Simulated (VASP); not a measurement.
Data:

```
Al3Sc
1.0
    4.08429     0.00000     0.00000
    0.00000     4.08429     0.00000
    0.00000     0.00000     4.08429
Sc Al
1 3
Direct
  0.00000   0.00000   0.00000
  0.00000   0.50000   0.50000
  0.50000   0.00000   0.50000
  0.50000   0.50000   0.00000
```

Computed with SCAN meta-GGA, VASP's PBE PAW potentials (set 64) (plane waves; VASP 6.6.1). Settings: 520 eV cut-off, 9×9×9 Γ-centred mesh, tetrahedra with Blöchl corrections, potentials Sc_sv Al.

The cores are frozen, which limits the accuracy of field gradients.

Problem. Give the principal components of the electric field gradient (V/Å²) and the asymmetry η at each nucleus.

Solution. 
```csv
atom,Vxx,Vyy,Vzz,η
Sc1,0.0,0.0,0.0,-
Al2,-9.7,-9.7,19.4,0.00
Al3,-9.7,-9.7,19.4,0.00
Al4,-9.7,-9.7,19.4,0.00
```

The compound is Al3Sc in the L1_2 structure. It was relaxed first.
